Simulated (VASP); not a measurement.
Input:

```yaml
crystal:
  lattice:
    - [3.80864, 0.00000, 0.00000]
    - [0.00000, 3.80864, 0.00000]
    - [0.00000, 0.00000, 4.72885]
  atoms:
    - { symbol: Sn, position: [0.50000, 0.00000, 0.75600] }
    - { symbol: Sn, position: [0.00000, 0.50000, 0.24400] }
    - { symbol: O, position: [0.50000, 0.50000, 0.00000] }
    - { symbol: O, position: [0.00000, 0.00000, 0.00000] }
```

Level of theory: PBEsol GGA, VASP's PBE PAW potentials (set 64) (plane waves; VASP 6.6.1). Numerical set-up: 520 eV cut-off, Gaussian smearing of 0.050 eV, potentials Sn_d O.

Without a dispersion term in the relaxation, distances and binding between the weakly bound layers, chains or molecules are unreliable, and so is what depends on them.

Problem. Give the energies of bands 14 to 23 at the high-symmetry points, in eV from the Fermi level.

Solution. 
```tsv
band	Γ	X	M	Z	R	A
14	-6.90	-7.58	-9.21	-6.21	-7.76	-9.07
15	-6.36	-5.05	-5.16	-6.21	-5.58	-5.72
16	-6.36	-5.05	-5.16	-3.60	-5.58	-5.72
17	-3.51	-4.91	-2.54	-3.22	-4.86	-2.85
18	-3.21	-4.91	-2.54	-3.22	-4.86	-2.85
19	-3.21	-2.82	-1.92	-3.00	-1.76	-2.54
20	-0.04	-2.82	-1.92	-2.22	-1.76	-2.54
21	2.11	3.24	-0.16	1.56	2.64	2.24
22	4.49	3.24	-0.16	2.70	2.64	2.24
23	4.49	5.79	4.39	2.70	5.23	4.17
```

It has no gap at this level: it comes out as a metal or semimetal.

Measured: gap 0.70 eV (computed value off by -0.70 eV), as given by David Waroquiers et al., Physical Review B (2013), arXiv:1302.6756.

The compound is SnO in the litharge structure. It was relaxed first.
